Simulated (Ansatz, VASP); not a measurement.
Y2ScAs3 in VASP and in Ansatz

```
Y Sc As
1.0
     4.31887    0.00000    0.00000
    -2.15944    3.74025    0.00000
     0.00000    0.00000    9.09548
Y Sc As
2 1 3
Direct
  0.33333 0.66667 0.24624
  0.33333 0.66667 0.75376
  0.66667 0.33333 0.00000
  0.66667 0.33333 0.50000
  0.00000 0.00000 0.00000
  0.00000 0.00000 0.50000
```

Change from the starting cell: species swapped into the La2CuSi3 type (P-6m2, No. 187).

Alike in both runs: task single point; functional PBE; k mesh 6 × 6 × 2; occupations gaussian, width 0.1 eV; no spin polarisation.

|  | VASP | Ansatz |
| --- | --- | --- |
| version | VASP 6.6.1 | Ansatz 0.2.0 |
| potentials or method | VASP PAW PBE potentials, release 64 (Y_sv, Sc_sv, As) | scalar-relativistic, plane waves, PAW |
| plane-wave cutoff (eV) | 520 | 420 |
| valence electrons in the cell | 48 | 78 |

|  | VASP | Ansatz | Ansatz less VASP |
| --- | --- | --- | --- |
| gap on the k mesh at the Fermi level (eV) | none | none | - |
| pressure (GPa) | 1.7 | 1.6 | -0.17 |
| largest component of the traceless stress (GPa) | 8.61 | 8.47 | -0.140 |
| rms of the force components (eV/Å) | 0.386 | 0.387 | +0.0007 |

Atom by atom the forces differ by 0.001 eV/Å (rms over components). A gap of «none» marks a metal or a gap that the smearing closes. The two sets of potentials don't hold the same shells in valence.

Caveats: forces of over 1 eV/Å show positions far from the minimum, so gaps and moduli don't describe the material at rest.
